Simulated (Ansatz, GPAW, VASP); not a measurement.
# Code comparison for SnTe (Fm-3m, 2 atoms in the cell)

Self-consistent single point, at a second geometry (lattice scaled by 0.98). First geometry:

```yaml
crystal:
  lattice:
    - [0.00000, 3.09364, 3.09364]
    - [3.09364, 0.00000, 3.09364]
    - [3.09364, 3.09364, 0.00000]
  atoms:
    - { symbol: Sn, position: [0.00000, 0.00000, 0.00000] }
    - { symbol: Te, position: [0.50000, 0.50000, 0.50000] }
```

Shared settings, as Ansatz (a first-principles code) writes them: kpoints.mp_grid.grid = 5 5 5; scf.occupations.method = fermi_dirac; scf.occupations.width = 0.01 eV. Potentials and cutoffs stand in the table.

```csv
code,model,ΔF from the first geometry (meV/atom),pressure (GPa),cutoff
GPAW,"PBE, GPAW PAW datasets PBE (gpaw-data 1.0.1)",74.7,8.99,600 eV
VASP,"PBE, VASP's PBE PAW potentials (set 64)",78.8,9.15,300 eV
Ansatz,"PBE, default PAW files",78.6,9.39,420 eV
```

On Ansatz's run: spin-orbit coupling is off.

The spread over the programs that give each value: ΔF from the first geometry within 4.1 meV/atom; pressure within 0.40 GPa.

Ansatz's pressure is given at a fixed set of plane waves, as the other plane-wave codes print theirs; with its correction for the finite basis it is 9.43 GPa.

This mesh misses zone-boundary points where a band edge of such crystals can lie, so no gaps are given.

VASP's run is marked for a possible Pulay error in its stress at this cutoff; no cutoff test was made.

The starting cell has typed, rounded lattice constants, without a prior relaxation at this level. Its lattice was rescaled by a random factor within 2.5 % of one. For this run, on top of that: lattice scaled by 0.98.

Left out of this page: Quantum ESPRESSO, ABINIT, CP2K, Elk, FLEUR and SIESTA (not drawn, or without a comparable value).

Keys are those of Ansatz 0.2.
